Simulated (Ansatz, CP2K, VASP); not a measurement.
One structure in several programs: Ba₂HfO₄ (I4/mmm, 7 atoms in the cell)

Self-consistent single point, at a second geometry (lattice scaled by 0.98). First geometry:

```
Ba2HfO4
1.0
   -2.08030     2.08030     6.77790
    2.08030    -2.08030     6.77790
    2.08030     2.08030    -6.77790
Ba Hf O
2 1 4
Direct
  0.35256   0.35256   0.00000
  0.64744   0.64744   0.00000
  0.00000   0.00000   0.00000
  0.50000   0.00000   0.50000
  0.00000   0.50000   0.50000
  0.15461   0.15461   0.00000
  0.84539   0.84539   0.00000
```

Shared settings, as Ansatz (a first-principles code) writes them: kpoints.mp_grid.grid = 6 6 6; scf.occupations.method = fixed. Potentials and cutoffs stand in the table.

| code | model | ΔF from the first geometry (meV/atom) | pressure (GPa) | largest force (eV/Å) | gap on the mesh (eV) | cutoff |
|---|---|---|---|---|---|---|
| VASP | PBEsol, VASP's PBE PAW potentials (set 64) | 13.7 | 3.21 | 0.598 | 3.257 | 400 eV |
| CP2K | PBEsol, GPW, DZVP-MOLOPT-PBE-GTH basis, GTH-PBE potentials (POTENTIAL_UZH) | 17.1 | 7.35 | 0.413 | 3.389 | grid 500 Ry |
| Ansatz | PBEsol, PAW files made with PBE | 11.5 | 5.99 | 0.854 | 3.263 | default |

For VASP (by 3.2 GPa) the energy change implies a higher mean pressure, against the two pressures, than for the other programs: a sign of finite-basis (Pulay) stress.

Size of the force on each atom (eV/Å): Sizes of forces hide their directions.

| code | Ba1 | Ba2 | Hf3 | O4 | O5 | O6 | O7 |
|---|---|---|---|---|---|---|---|
| VASP | 0.031 | 0.031 | 0.000 | 0.000 | 0.000 | 0.598 | 0.598 |
| CP2K | 0.071 | 0.071 | 0.000 | 0.000 | 0.000 | 0.413 | 0.413 |
| Ansatz | 0.034 | 0.034 | 0.000 | 0.000 | 0.000 | 0.854 | 0.854 |

Gaps are read on the mesh.

On Ansatz's run: spin-orbit coupling is off.

The spread over the programs that give each value: ΔF from the first geometry within 5.6 meV/atom; pressure within 4.14 GPa; largest force within 0.441 eV/Å; gap on the mesh within 0.132 eV.

CP2K uses small atom-centred bases, whose incompleteness enters pressures, forces and empty levels differently from a plane-wave cutoff. Ansatz's pressure is given at a fixed set of plane waves, as the other plane-wave codes print theirs; with its correction for the finite basis it is 6.34 GPa (the shift of 0.34 GPa shows how far the cutoff is from converged). In the gap, CP2K (by 0.129) lies more than 0.12 eV from the median of the plane-wave programs.

VASP's run is marked for a possible Pulay error in its stress at this cutoff; no cutoff test was made.

VASP ran the fixed occupations as a Gaussian smearing of 0.01 eV.

The starting cell comes from a database of computed structures (which also holds hypothetical and non-ambient phases and stackings), without a prior relaxation at this level. For this run, on top of that: lattice scaled by 0.98.

Keys are those of Ansatz 0.2.
